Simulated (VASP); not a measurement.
# CoC23 (a cell with a defect) in VASP: settings compared, part 2 of 2

VASP 6.6.1. Earlier steps stand in the parts before.

## 4. Single point, HSE06, collinear spin, ferromagnetic start

Contents of POSCAR:

```
CoC23                                   
1.0
    0.0000000000      5.3503200000      5.3503200000
    3.5668800000      0.0000000000      3.5668800000
    3.5668800000      3.5668800000      0.0000000000
  Co              C             
     1    23
Direct
     0.9897790687970984    0.0002262355204338    0.0028283519876540
     0.0023087193077164    0.9994061747096854    0.4951814097216593
     0.0015628339642882    0.4985853608339882    0.9959304025157778
     0.0030470479817568    0.4977302938679114    0.4959215257400086
     0.3327528195532514    0.0023690522984431    0.9992050412575165
     0.3399901679965881    0.9978462624411727    0.4891193875081055
     0.3403998141089334    0.4901344837880138    0.9955328473426540
     0.3336739335996763    0.5001041683297187    0.4971461881509331
     0.6674160025294527    0.9987911097560690    0.9949976593345838
     0.6609801912353788    0.0026178623403863    0.5028833236474953
     0.6597354704697773    0.5081007921861042    0.9989092034044380
     0.6686904815654934    0.4993505180393671    0.4956856024276675
     0.0952037163413296    0.1363753721477655    0.1330809172419172
     0.1000358337664381    0.1328799788531958    0.5796085474547144
     0.1010161958098771    0.5779866891511815    0.1315819162319427
     0.0857941330662599    0.6237989597820983    0.6208508804503973
     0.4270028938523644    0.1166903874563886    0.1144562174018252
     0.4133065935595974    0.1250516983774531    0.6282049070876524
     0.4129343098296634    0.6315537374640354    0.1219388724168902
     0.4193911038249875    0.6226679839557659    0.6201841879619789
     0.7076460350565619    0.1495315726820508    0.1438461047586589
     0.7518735591907760    0.1256047826236182    0.6204752431475383
     0.7513985767339300    0.6246551299728283    0.1220458142295441
     0.7497774978588198    0.6255663934223183    0.6215034485784399
```

Contents of INCAR.step1:

```
PREC = Accurate
ENCUT = 450
EDIFF = 1E-5
ISMEAR = 0
SIGMA = 0.03
LREAL = Auto
LASPH = True
NELM = 70
ALGO = Normal
ISIF = 2
LWAVE = True
ISPIN = 2
MAGMOM = 3 0 0 0 0 0 0 0 0 0 0 0 0 0 0 0 0 0 0 0 0 0 0 0
LORBIT = 11
NUPDOWN = 3
LMAXMIX = 4
ISYM = -1
TIME = 0.4
NKRED = 2
GGA = PE
KPAR = 2
```

Contents of INCAR.step2:

```
PREC = Accurate
ENCUT = 450
EDIFF = 1E-4
ISMEAR = 0
SIGMA = 0.03
LREAL = Auto
LASPH = True
NELM = 70
ALGO = Damped
ISIF = 2
LWAVE = False
LCHARG = False
ISPIN = 2
MAGMOM = 3 0 0 0 0 0 0 0 0 0 0 0 0 0 0 0 0 0 0 0 0 0 0 0
LORBIT = 11
NUPDOWN = 3
LMAXMIX = 4
GGA = PE
LHFCALC = True
HFSCREEN = 0.2
PRECFOCK = Fast
ISYM = -1
TIME = 0.4
NKRED = 2
ISTART = 1
KPAR = 2
```

Contents of KPOINTS:

```
Automatic mesh
0
Gamma
  2 2 2
```

Potentials or basis: VASP PAW PBE potentials, release 64 (Co, C).

On the command line:

```console
$ cat potpaw_PBE.64/Co/POTCAR potpaw_PBE.64/C/POTCAR > POTCAR
$ cp INCAR.step1 INCAR
$ mpirun -np 4 vasp_std > vasp.out
$ cp INCAR.step2 INCAR
$ mpirun -np 4 vasp_std > vasp.out
```

OUTCAR:

```text
PREC = Accurate
   ENCUT = 450
   EDIFF = 1E-4
   ISMEAR = 0
   LREAL = Auto
   LASPH = True
   NELM = 70
   ISIF = 2
   ISPIN = 2
   LORBIT = 11
   NUPDOWN = 3
   GGA = PE
   LHFCALC = True
   HFSCREEN = 0.2
   PRECFOCK = Fast
   ISYM = -1
   NKRED = 2
   ISTART = 1

 ion  position               nearest neighbor table
[... 1283 lines left out ...]
      0.01090      5.30572      5.29644         0.179831      0.013916     -0.073386
      5.33101      1.77861      3.57711         0.037674      0.054841     -0.084711
      5.33076      3.56073      1.78676        -0.037283     -0.048007      0.000667
      3.54424      1.78520      1.79165         0.056392      0.057536     -0.046489
      3.57249      5.34438      1.78878         0.007675      0.194640      0.204301
      5.30383      3.56369      5.37825        -0.200219     -0.051859      0.243682
[... 16 lines left out ...]
      2.66339      4.45555      6.24829         0.024897     -0.028260     -0.029211
      4.44815      6.22838      6.24287         0.028708     -0.048115     -0.074392
 -----------------------------------------------------------------------------------
    total drift:                                0.005498     -0.000851      0.003547

  FREE ENERGIE OF THE ION-ELECTRON SYSTEM (eV)
  ---------------------------------------------------
  free  energy   TOTEN  =      -246.0747315233 eV

  energy  without entropy=     -246.0747315233  energy(sigma->0) =     -246.07473152

 total charge

# of ion       s       p       d       tot
------------------------------------------
    1        0.783   0.972   7.635   9.390
    2        0.844   1.756   0.000   2.600
    3        0.843   1.755   0.000   2.598
    4        0.840   1.740   0.000   2.580
    5        0.847   1.793   0.000   2.640
    6        0.839   1.759   0.000   2.599
[... 16 lines left out ...]
   23        0.836   1.739   0.000   2.575
   24        0.834   1.724   0.000   2.558
--------------------------------------------------
tot         20.214  41.521   7.635  69.370

 magnetization (x)

# of ion       s       p       d       tot
------------------------------------------
    1        0.017   0.254   1.812   2.083
    2        0.001   0.017   0.000   0.018
    3        0.001   0.012   0.000   0.013
    4        0.001   0.019   0.000   0.020
    5        0.005   0.017   0.000   0.022
    6        0.001   0.004   0.000   0.005
[... 16 lines left out ...]
   23        0.003   0.012   0.000   0.014
   24        0.003   0.012   0.000   0.015
--------------------------------------------------
tot          0.078   0.713   1.812   2.603
```

Wall time 8.6 min (4 MPI ranks of Intel Xeon Platinum 8488C (Sapphire Rapids), shared host); peak memory 0.4 GiB.

Results:

| Property | Result |
| --- | --- |
| Free energy | -246.0747 eV |
| Largest force | 0.530 eV/Å |
| Net moment | 3.00 μB per cell |
| Site moments | Co +2.08; C +0.02, +0.01, -0.00, -0.01, +0.03, +0.07, +0.04, +0.17 μB |
| Valence electrons inside the program's atomic spheres | Co 9.39; C 2.60, 2.58, 2.64, 2.59, 2.62, 2.68, 2.67, 2.66, 2.63, 2.71, 2.57, 2.56 |

Forces in eV/Å, atoms in the order of the input:
```
Co   0.180  0.014 -0.073
C    0.038  0.055 -0.085
C   -0.037 -0.048  0.001
C    0.056  0.058 -0.046
C    0.008  0.195  0.204
C   -0.200 -0.052  0.244
C   -0.142  0.175  0.072
C   -0.040  0.042  0.046
C    0.130 -0.061 -0.031
C    0.194 -0.162 -0.154
C    0.041 -0.026 -0.036
C   -0.018  0.025  0.012
C   -0.008  0.230  0.283
C   -0.351 -0.160  0.363
C   -0.196  0.127 -0.131
C    0.007 -0.022 -0.004
C   -0.012 -0.035 -0.089
C   -0.023  0.044 -0.059
C    0.029 -0.057  0.009
C    0.057 -0.044 -0.038
C    0.190 -0.205 -0.336
C    0.043 -0.014 -0.048
C    0.025 -0.028 -0.029
C    0.029 -0.048 -0.074
```

Caveat: the k mesh is coarse (spacing up to 0.76 Å⁻¹), so the values aren't converged, least of all with exact exchange; the PAW data sets were made with another functional, which shifts forces and pressure a little; the total moment is fixed, so each spin has its own Fermi level.

## 5. Overview

| level | fixed moment (μB) | k mesh | grid for exact exchange (PRECFOCK) | screening parameter | moment (μB) | largest force (eV/Å) |
| --- | --- | --- | --- | --- | --- | --- |
| HSE06 | 1 | 2 × 2 × 2 | Fast | 0.2 1/A | 1.00 | 0.84 |
| PBEsol | 3 | 3 × 4 × 4 | - | - | 3.00 | 0.29 |
| HSE06 | 3 | 2 × 2 × 2 | Fast | 0.2 1/A | 3.00 | 0.53 |

Some of these runs hold the atoms at other places in the same cell, which the table doesn't show; runs alike in all that it shows share one row.

Alike in all rows: task single point; potentials or basis VASP PAW PBE potentials, release 64 (Co, C); spin collinear, ferromagnetic start; cell as given; cutoff (eV) 450; smearing gaussian 0.03 eV; the mesh is coarse, so values aren't converged.

Caveats: all runs use coarse meshes; the PAW data sets were made with another functional, which shifts forces and pressure a little; the total moment is fixed, so each spin has its own Fermi level.

Total energies depend on the potentials used, so only differences within one code and one set of settings carry meaning.
